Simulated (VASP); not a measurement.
An input for Quantum ESPRESSO's pw.x (written as the equivalent of a VASP run, and not itself run):

```
&CONTROL
  calculation = 'vc-relax'
  pseudo_dir = './pseudo'
  outdir = './out'
  tprnfor = .true.
  tstress = .true.
  nstep = 40
  forc_conv_thr = 0.00039
/
&SYSTEM
  ibrav = 0
  nat = 4
  ntyp = 2
  ecutwfc = 84
  occupations = 'smearing'
  smearing = 'gaussian'
  degauss = 0.003675
  input_dft = 'pbe'
/
&ELECTRONS
  conv_thr = 7.3e-09
  electron_maxstep = 100
/
&IONS
/
&CELL
  press = 20
/
ATOMIC_SPECIES
  Ga 69.723 Ga.upf
  N 14.007 N.upf
CELL_PARAMETERS angstrom
     1.6095893   -2.7878903    0.0000000
     1.6095893    2.7878903    0.0000000
     0.0000000    0.0000000    5.2415015
ATOMIC_POSITIONS crystal
  Ga   0.6666670  0.3333330  0.5000480
  Ga   0.3333330  0.6666670  0.0000480
  N    0.6666670  0.3333330  0.8769520
  N    0.3333330  0.6666670  0.3769520
K_POINTS automatic
  10 10 6 0 0 0
```

Write the VASP files for the same calculation (PBE).

This is not unique; one that fits is 
File KPOINTS:
```
Automatic mesh
0
Gamma
10 10 6
0 0 0
```

POSCAR:
```
GaN
1
    1.6095892532    -2.7878903268     0.0000000000
    1.6095892532     2.7878903268     0.0000000000
    0.0000000000     0.0000000000     5.2415015388
Ga N
2 2
Direct
  0.6666670000   0.3333330000   0.5000480094
  0.3333330000   0.6666670000   0.0000480094
  0.6666670000   0.3333330000   0.8769519906
  0.3333330000   0.6666670000   0.3769519906
```

INCAR:
```
SYSTEM = GaN
PREC = Accurate
ENCUT = 600
EDIFF = 1E-7
NELM = 100
ALGO = Normal
LREAL = .FALSE.
LASPH = .TRUE.
ISMEAR = 0
SIGMA = 0.05
GGA = PE
LMAXMIX = 4
LWAVE = .FALSE.
LCHARG = .FALSE.
ISIF = 3
IBRION = 2
NSW = 40
EDIFFG = -0.01
PSTRESS = 20
```

POTCAR, in this order: Ga_d N (PBE.64 set). Program: vasp_std.

Limits of the translation: the potentials are each code's own (VASP's PAW set, PseudoDojo norm-conserving files in pw.x), so ENCUT and ecutwfc are chosen apart and not converted; conv_thr bounds pw.x's estimated SCF error, while EDIFF bounds the energy change between steps; forc_conv_thr acts on force components and is met together with etot_conv_thr.

The compound is GaN in the wurtzite structure. This run relaxes it under an external pressure of 2 GPa. Symmetry was kept, so distortions that lower it aren't found.
